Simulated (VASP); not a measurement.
**Band gap of Bi2Te3 (Tellurobismuthite): cutoff, mesh and cell**

How far does the LDA gap of Bi2Te3 (Tellurobismuthite) depend on cutoff, mesh and cell? The starting structure is a measured crystal structure from the Crystallography Open Database. Cell and atoms stay as given unless a step says otherwise.

Calculated with VASP 6.6.1; Kohn-Sham DFT with plane waves and PAW; LDA.

**1. Starting point**

It takes space group R-3m (No. 166, trigonal). Conventional cell: a = 4.386 Å, b = 4.386 Å, c = 30.497 Å, α = 90.00°, β = 90.00°, γ = 120.00°. Nearest to Bi lie 6 Te at 3.07 to 3.25 Å. Te has 3 Bi at 3.07 Å nearest. Te has 6 Bi at 3.25 Å nearest. Farther neighbours and most contacts between anions are not listed.

Coordinates:

```xyz
5
Lattice="2.1930 1.2661 10.1657 -2.1930 1.2661 10.1657 0.0000 -2.5323 10.1657" Properties=species:S:1:pos:R:3 pbc="T T T"
Bi    0.0000    0.0000   18.2982
Bi    0.0000    0.0000   12.1988
Te    0.0000    0.0000   24.1079
Te    0.0000    0.0000    6.3891
Te    0.0000    0.0000    0.0000
```

**2. Reference bands**

The input, INCAR:

```
SYSTEM = Bi2Te3
PREC = Accurate
ENCUT = 350
EDIFF = 1E-06
NELM = 100
ISMEAR = 0
SIGMA = 0.03
LREAL = .FALSE.
ALGO = Normal
GGA = CA
NBANDS = 39
LORBIT = 11
LWAVE = .FALSE.
LCHARG = .FALSE.
KPAR = 4
```

The input, POSCAR:

```
Bi2Te3
1.0
    2.1930000000      1.2661291403     10.1656666667
   -2.1930000000      1.2661291403     10.1656666667
    0.0000000000     -2.5322582807     10.1656666667
Bi Te
2 3
Direct
    0.6000000000      0.6000000000      0.6000000000
    0.4000000000      0.4000000000      0.4000000000
    0.7905000000      0.7905000000      0.7905000000
    0.2095000000      0.2095000000      0.2095000000
    0.0000000000      0.0000000000      0.0000000000
```

The input, KPOINTS:

```
Automatic mesh
0
Gamma
6 6 6
0 0 0
```

The input, KPOINTS_OPT:

```
Line mode
8
Line-mode
Reciprocal
  0.00000000   0.00000000   0.00000000 GAMMA
  0.50000000   0.00000000   0.00000000 L

  0.50000000   0.00000000   0.00000000 L
  0.50000000   0.17700839  -0.17700839 B1

  0.82299161   0.50000000   0.17700839 B
  0.50000000   0.50000000   0.50000000 Z

  0.50000000   0.50000000   0.50000000 Z
  0.00000000   0.00000000   0.00000000 GAMMA

  0.00000000   0.00000000   0.00000000 GAMMA
  0.33850420   0.00000000  -0.33850420 X

  0.66149580   0.33850420   0.00000000 Q
  0.50000000   0.50000000   0.00000000 F

  0.50000000   0.50000000   0.00000000 F
  0.66149580   0.66149580   0.17700839 P1

  0.66149580   0.66149580   0.17700839 P1
  0.50000000   0.50000000   0.50000000 Z

  0.50000000   0.00000000   0.00000000 L
  0.82299161   0.33850420   0.33850420 P
```

The projector-augmented-wave data sets are Bi_d and Te (LDA family, release 64).

Run with:

```sh
mpirun -np 4 vasp_std
```

Output:

```text
[banner, memory and clock lines left out]
running    4 mpi-ranks, on    1 nodes
 distrk:  each k-point on    1 cores,    4 groups
 distr:  one band on    1 cores,    1 groups

 POSCAR found type information on POSCAR BiTe
 POSCAR found :  2 types and       5 ions
 LDA part: xc-table for (Slater(with rela. corr.)+CA(PZ))
 , standard interpolation
 POSCAR, INCAR and KPOINTS ok, starting setup
 FFT: planning ... GRIDC
 FFT: planning ... GRID_SOFT
 FFT: planning ... GRID
 WAVECAR not read
 entering main loop
       N       E                     dE             d eps       ncg     rms          rms(c)
DAV:   1     0.378088813658E+03    0.37809E+03   -0.17086E+04  2512   0.893E+02
DAV:   2     0.179487305507E+02   -0.36014E+03   -0.34109E+03  2635   0.275E+02
DAV:   3    -0.203299598326E+02   -0.38279E+02   -0.37245E+02  3089   0.107E+02
DAV:   4    -0.218049471414E+02   -0.14750E+01   -0.14709E+01  2987   0.235E+01
DAV:   5    -0.218737380893E+02   -0.68791E-01   -0.68787E-01  3745   0.459E+00    0.763E+00
DAV:   6    -0.215827718794E+02    0.29097E+00   -0.25257E-01  3479   0.375E+00    0.533E+00
DAV:   7    -0.215749002328E+02    0.78716E-02   -0.14879E-01  3111   0.148E+00    0.120E+00
DAV:   8    -0.215724062783E+02    0.24940E-02   -0.22555E-02  2868   0.734E-01    0.452E-01
DAV:   9    -0.215719109809E+02    0.49530E-03   -0.24857E-03  3216   0.273E-01    0.274E-01
DAV:  10    -0.215719427707E+02   -0.31790E-04   -0.62702E-04  2902   0.101E-01    0.496E-02
DAV:  11    -0.215719398571E+02    0.29136E-05   -0.28213E-05  2859   0.320E-02    0.232E-02
DAV:  12    -0.215719418785E+02   -0.20213E-05   -0.13057E-05  2956   0.148E-02    0.128E-02
DAV:  13    -0.215719420281E+02   -0.14965E-06   -0.77409E-07  1875   0.476E-03
   1 F= -.21571942E+02 E0= -.21571942E+02  d E =-.315017E-08
 Start KPOINTS_OPT (optional k-point list driver)
k-point batch [1-32\72]
       N       E                     dE             ncg
DAV:   1     0.243968775402E+04   -0.17285E+05     2512
DAV:   2    -0.903290104521E+04   -0.11473E+05     2672
DAV:   3    -0.102730482731E+05   -0.12401E+04     3016
DAV:   4    -0.103213764399E+05   -0.48328E+02     2941
DAV:   5    -0.103237944860E+05   -0.24180E+01     3654
DAV:   6    -0.103238252826E+05   -0.30797E-01     3217
DAV:   7    -0.103238260901E+05   -0.80752E-03     3684
DAV:   8    -0.103238261006E+05   -0.10525E-04     2825
DAV:   9    -0.103238261010E+05   -0.41774E-06     1833
[...]
k-point batch [65-72\72]
       N       E                     dE             ncg
DAV:   1     0.228031720891E+05   -0.81643E+04      624
DAV:   2     0.199215568263E+05   -0.28816E+04      640
DAV:   3     0.196222584118E+05   -0.29930E+03      774
DAV:   4     0.196113647818E+05   -0.10894E+02      744
DAV:   5     0.196107889936E+05   -0.57579E+00      969
DAV:   6     0.196107828511E+05   -0.61425E-02      770
DAV:   7     0.196107826447E+05   -0.20634E-03      962
DAV:   8     0.196107826422E+05   -0.25545E-05      668
DAV:   9     0.196107826420E+05   -0.11133E-06      473
```

Elapsed: 5.7 min, on 4 MPI ranks of AMD EPYC 7R43, shared host; peak memory 2 GiB.

The logs omit lines about the potential files and the build; timing stands in the text.

Parts of OUTCAR (step 2):

```text
ion  position               nearest neighbor table
   1  0.600  0.600  0.600-   4 3.07   4 3.07   4 3.07   5 3.25   5 3.25   5 3.25
   2  0.400  0.400  0.400-   3 3.07   3 3.07   3 3.07   5 3.25   5 3.25   5 3.25
   3  0.791  0.791  0.791-   2 3.07   2 3.07   2 3.07   4 3.64   4 3.64   4 3.64
   4  0.209  0.209  0.209-   1 3.07   1 3.07   1 3.07   3 3.64   3 3.64   3 3.64
   5  0.000  0.000  0.000-   1 3.25   2 3.25   1 3.25   1 3.25   2 3.25   2 3.25

  LATTYP: Found a trigonal (rhomboedric) cell.
 ALAT       =    10.4763118882
 COS(alpha) =     0.9123624111

 Subroutine GETGRP returns: Found 12 space group operations
 (whereof 12 operations were pure point group operations)

The static configuration has the point symmetry D_3d.

 Found     32 irreducible k-points:

   k-points           NKPTS =     32   k-points in BZ     NKDIM =     32   number of bands    NBANDS=     39

   dimension x,y,z NGX =    64 NGY =   64 NGZ =   64
   dimension x,y,z NGXF=   128 NGYF=  128 NGZF=  128

   ENCUT  =  350.0 eV  25.72 Ry    5.07 a.u.  15.98 15.98 15.98*2*pi/ulx,y,z

   NELECT =      48.0000    total number of electrons

 k-points in reciprocal lattice and weights: Automatic mesh
   0.00000000  0.00000000  0.00000000       0.005
   0.16666667 -0.00000000  0.00000000       0.028
   0.33333333  0.00000000  0.00000000       0.028
   0.50000000 -0.00000000  0.00000000       0.014
   0.16666667  0.16666667  0.00000000       0.028
   0.33333333  0.16666667  0.00000000       0.056
   0.50000000  0.16666667  0.00000000       0.056
  -0.33333333  0.16666667 -0.00000000       0.056
  -0.16666667  0.16666667  0.00000000       0.028
[...]
-0.33333333  0.50000000  0.33333333       0.028
   0.50000000  0.50000000  0.50000000       0.005

 average (electrostatic) potential at core
       1-105.2839       2-105.2839       3 -89.1091       4 -89.1091       5 -88.9100

 E-fermi :   6.1261

 k-point     1 :       0.0000    0.0000    0.0000
  band No.  band energies     occupation
    ...
     20       4.3223      2.00000
     21       4.3223      2.00000
     22       5.1785      2.00000
     23       5.1785      2.00000
     24       6.0274      2.00000
     25       6.2247      0.00000
     26       6.6383      0.00000
     27       6.6383      0.00000
     28       7.9369      0.00000
     29       8.0899      0.00000
    ...

 k-point     2 :       0.1667   -0.0000    0.0000
  band No.  band energies     occupation
    ...
     20       4.2552      2.00000
     21       4.5680      2.00000
     22       4.9563      2.00000
     23       5.0328      2.00000
     24       5.4845      2.00000
     25       7.1328      0.00000
     26       7.3386      0.00000
     27       7.4954      0.00000
     28       7.9904      0.00000
     29       8.0068      0.00000
    ...

 k-point     3 :       0.3333    0.0000    0.0000
  band No.  band energies     occupation
    ...
     20       3.4374      2.00000
     21       3.4546      2.00000
     22       4.6135      2.00000
     23       5.1096      2.00000
     24       5.4108      2.00000
     25       6.8222      0.00000
     26       7.2509      0.00000
     27       7.7960      0.00000
     28       8.7080      0.00000
     29       9.0833      0.00000
    ...

  Total       -1.8222354     -1.8222354     -2.2854231      0.0000000      0.0000000      0.0000000
  in kB      -17.2389695    -17.2389695    -21.6208840      0.0000000      0.0000000      0.0000000
  external PRESSURE =     -18.6996077 kB  Pullay stress =       0.0000000 kB

  energy-cutoff  :      350.00
  volume of cell :      169.36
      direct lattice vectors                 reciprocal lattice vectors
     2.193000000  1.266129140 10.165666667     0.227998176  0.131634808  0.032790111
    -2.193000000  1.266129140 10.165666667    -0.227998176  0.131634808  0.032790111
     0.000000000 -2.532258281 10.165666667     0.000000000 -0.263269617  0.032790111

 POSITION                                       TOTAL-FORCE (eV/Angst)
 -----------------------------------------------------------------------------------
      0.00000     -0.00000     18.29820        -0.000000      0.000000     -0.047917
      0.00000     -0.00000     12.19880        -0.000000     -0.000000      0.047917
      0.00000     -0.00000     24.10788        -0.000000      0.000000     -0.149540
      0.00000     -0.00000      6.38912        -0.000000     -0.000000      0.149540
      0.00000      0.00000      0.00000         0.000000     -0.000000      0.000000
 -----------------------------------------------------------------------------------
    total drift:                               -0.000000     -0.000000     -0.000000

  FREE ENERGIE OF THE ION-ELECTRON SYSTEM (eV)
  ---------------------------------------------------
  free  energy   TOTEN  =       -21.5719420281 eV

  energy  without entropy=      -21.5719420250  energy(sigma->0) =      -21.57194203

 total charge
# of ion       s       p       d       tot
------------------------------------------
    1        1.598   1.152   9.940  12.691
    2        1.598   1.152   9.940  12.691
    3        1.414   1.908   0.026   3.348
    4        1.414   1.908   0.026   3.348
    5        1.394   1.971   0.024   3.389
--------------------------------------------------
tot          7.418   8.091  19.957  35.466

[... 3 further parts left out ...]
```

Spin-orbit coupling is off here; with elements this heavy it can split and shift levels by tenths of an eV, and by up to about 1 eV where a band edge is a 6p state.

The reference gap is 0.197 eV.

**3. Bands with cell and atoms relaxed by LDA**

Against step 2 the input has another starting structure. The cell comes from a relaxation at this level, not shown (163.56 Å³).

INCAR is that of step 2.

The input, POSCAR:

```
Bi2Te3
1.0
    2.1777190545      1.2573066823      9.9557862697
   -2.1777190545      1.2573066823      9.9557862697
    0.0000000000     -2.5146133648      9.9557862697
Bi Te
2 3
Direct
    0.5997157621      0.5997157621      0.5997157621
    0.4002842379      0.4002842379      0.4002842379
    0.7912353249      0.7912353249      0.7912353249
    0.2087646751      0.2087646751      0.2087646751
    0.0000000000      0.0000000000      0.0000000000
```

KPOINTS is that of step 2.

The input, KPOINTS_OPT:

```
Line mode
8
Line-mode
Reciprocal
  0.00000000   0.00000000   0.00000000 GAMMA
  0.50000000   0.00000000   0.00000000 L

  0.50000000   0.00000000   0.00000000 L
  0.50000000   0.17729928  -0.17729928 B1

  0.82270072   0.50000000   0.17729928 B
  0.50000000   0.50000000   0.50000000 Z

  0.50000000   0.50000000   0.50000000 Z
  0.00000000   0.00000000   0.00000000 GAMMA

  0.00000000   0.00000000   0.00000000 GAMMA
  0.33864964   0.00000000  -0.33864964 X

  0.66135036   0.33864964   0.00000000 Q
  0.50000000   0.50000000   0.00000000 F

  0.50000000   0.50000000   0.00000000 F
  0.66135036   0.66135036   0.17729928 P1

  0.66135036   0.66135036   0.17729928 P1
  0.50000000   0.50000000   0.50000000 Z

  0.50000000   0.00000000   0.00000000 L
  0.82270072   0.33864964   0.33864964 P
```

Run with:

```sh
mpirun -np 4 vasp_std
```

Output:

```text
[... set-up lines as in an earlier step ...]
 entering main loop
       N       E                     dE             d eps       ncg     rms          rms(c)
DAV:   1     0.378078714924E+03    0.37808E+03   -0.17011E+04  2504   0.907E+02
DAV:   2     0.173863021783E+02   -0.36069E+03   -0.34242E+03  2633   0.278E+02
DAV:   3    -0.203606905061E+02   -0.37747E+02   -0.36887E+02  3097   0.107E+02
DAV:   4    -0.218072165090E+02   -0.14465E+01   -0.14418E+01  2987   0.234E+01
[...]
DAV:  11    -0.216009864037E+02    0.74307E-05   -0.35223E-05  2920   0.347E-02    0.250E-02
DAV:  12    -0.216009888757E+02   -0.24720E-05   -0.18819E-05  2948   0.147E-02    0.151E-02
DAV:  13    -0.216009889632E+02   -0.87527E-07   -0.94859E-07  2004   0.458E-03
   1 F= -.21600989E+02 E0= -.21600989E+02  d E =-.651500E-06
 Start KPOINTS_OPT (optional k-point list driver)
k-point batch [1-32\72]
       N       E                     dE             ncg
DAV:   1     0.315355310869E+04   -0.17078E+05     2504
DAV:   2    -0.844960129697E+04   -0.11603E+05     2692
DAV:   3    -0.970043898846E+04   -0.12508E+04     3083
DAV:   4    -0.974811008218E+04   -0.47671E+02     2926
DAV:   5    -0.975049013798E+04   -0.23801E+01     3760
DAV:   6    -0.975051304838E+04   -0.22910E-01     3200
DAV:   7    -0.975051375209E+04   -0.70371E-03     3706
DAV:   8    -0.975051376066E+04   -0.85688E-05     2706
DAV:   9    -0.975051376110E+04   -0.44177E-06     1833
[...]
k-point batch [65-72\72]
       N       E                     dE             ncg
DAV:   1     0.234554060472E+05   -0.82721E+04      632
DAV:   2     0.205860814452E+05   -0.28693E+04      672
DAV:   3     0.202880835181E+05   -0.29800E+03      789
DAV:   4     0.202773218413E+05   -0.10762E+02      752
DAV:   5     0.202767899153E+05   -0.53193E+00      944
DAV:   6     0.202767821303E+05   -0.77850E-02      796
DAV:   7     0.202767819554E+05   -0.17488E-03      944
DAV:   8     0.202767819526E+05   -0.28022E-05      653
DAV:   9     0.202767819525E+05   -0.13919E-06      480
```

Wall time 3.5 min (4 MPI ranks); peak memory 1.9 GiB; 14 min of CPU time.

From OUTCAR (step 3):

```text
  Total       -0.2135601     -0.2135601     -0.2034535      0.0000000      0.0000000      0.0000000
  in kB       -2.0919958     -2.0919958     -1.9929934      0.0000000      0.0000000      0.0000000
  external PRESSURE =      -2.0589950 kB  Pullay stress =       0.0000000 kB

 POSITION                                       TOTAL-FORCE (eV/Angst)
 -----------------------------------------------------------------------------------
      0.00000     -0.00000     17.91193         0.000000     -0.000000      0.008887
      0.00000     -0.00000     11.95543         0.000000      0.000000     -0.008887
      0.00000     -0.00000     23.63211         0.000000     -0.000000      0.006992
      0.00000     -0.00000      6.23525         0.000000      0.000000     -0.006992
      0.00000      0.00000      0.00000         0.000000     -0.000000     -0.000000
 -----------------------------------------------------------------------------------
    total drift:                               -0.000000      0.000000      0.000000

  FREE ENERGIE OF THE ION-ELECTRON SYSTEM (eV)
  ---------------------------------------------------
  free  energy   TOTEN  =       -21.6009889632 eV

  energy  without entropy=      -21.6009883117  energy(sigma->0) =      -21.60098864

[... 1 part as in an earlier step ...]

[... 2 further parts left out ...]
[key lines of the parts left out:]
E-fermi :   6.5659
```

With cell and atoms relaxed by LDA the gap is 0.141 eV, -0.057 eV from the reference.

**4. Bands with no band path**

Against step 2 the input has no band path (also changed: NBANDS).

INCAR, as its differences from that of step 3:

```diff
@@ -10,3 +10,3 @@
 GGA = CA
-NBANDS = 39
+NBANDS = 30
 LORBIT = 11
```

The input, POSCAR:

```
Bi2Te3
1.0
    2.1930000000      1.2661291403     10.1656666667
   -2.1930000000      1.2661291403     10.1656666667
    0.0000000000     -2.5322582807     10.1656666667
Bi Te
2 3
Direct
    0.6000000000      0.6000000000      0.6000000000
    0.4000000000      0.4000000000      0.4000000000
    0.7905000000      0.7905000000      0.7905000000
    0.2095000000      0.2095000000      0.2095000000
    0.0000000000      0.0000000000      0.0000000000
```

KPOINTS is that of step 3.

Run with:

```sh
mpirun -np 4 vasp_std
```

Output:

```text
[... set-up lines as in an earlier step ...]
 entering main loop
       N       E                     dE             d eps       ncg     rms          rms(c)
DAV:   1     0.378211209958E+03    0.37821E+03   -0.17783E+04  1952   0.116E+03
DAV:   2     0.160208690960E+02   -0.36219E+03   -0.34972E+03  2152   0.338E+02
DAV:   3    -0.204134897755E+02   -0.36434E+02   -0.35271E+02  2442   0.126E+02
DAV:   4    -0.218095413739E+02   -0.13961E+01   -0.13871E+01  2236   0.273E+01
[...]
DAV:  11    -0.215719404911E+02    0.31345E-05   -0.65511E-05  2304   0.501E-02    0.366E-02
DAV:  12    -0.215719425565E+02   -0.20654E-05   -0.19394E-05  2258   0.200E-02    0.206E-02
DAV:  13    -0.215719420320E+02    0.52444E-06   -0.27748E-06  1776   0.846E-03
   1 F= -.21571942E+02 E0= -.21571942E+02  d E =-.313190E-08
```

It took 71 s on 4 MPI ranks; peak memory 1.7 GiB.

OUTCAR, selected parts (step 4):

```text
  Total       -1.8268929     -1.8268929     -2.2898039      0.0000000      0.0000000      0.0000000
  in kB      -17.2830312    -17.2830312    -21.6623275      0.0000000      0.0000000      0.0000000
  external PRESSURE =     -18.7427966 kB  Pullay stress =       0.0000000 kB

 POSITION                                       TOTAL-FORCE (eV/Angst)
 -----------------------------------------------------------------------------------
      0.00000     -0.00000     18.29820         0.000000      0.000000     -0.047794
      0.00000     -0.00000     12.19880         0.000000     -0.000000      0.047794
      0.00000     -0.00000     24.10788         0.000000      0.000000     -0.149387
      0.00000     -0.00000      6.38912         0.000000     -0.000000      0.149387
      0.00000      0.00000      0.00000         0.000000      0.000000      0.000000
 -----------------------------------------------------------------------------------
    total drift:                               -0.000000     -0.000000     -0.000000

  FREE ENERGIE OF THE ION-ELECTRON SYSTEM (eV)
  ---------------------------------------------------
  free  energy   TOTEN  =       -21.5719420320 eV

  energy  without entropy=      -21.5719420289  energy(sigma->0) =      -21.57194203

[... 1 part as in an earlier step ...]

[... 2 further parts left out ...]
[key lines of the parts left out:]
E-fermi :   6.1261
```

With no band path the gap is 0.197 eV, +0.000 eV from the reference, read on the mesh alone.

[end of part 1 of 2]

[Lines on the potential files, build, host, timing and source positions are cut from VASP's logs without a mark.]

[Logs are printed without paths, hosts, clocks, repeated set-up lines and the standing remarks that a program may print on its own settings, such as how far it seeks lower states.]

[Hosts, paths, dates, database ids (printed as entryN), source tags and the programs' standing remarks are cut or masked in the printed files.]
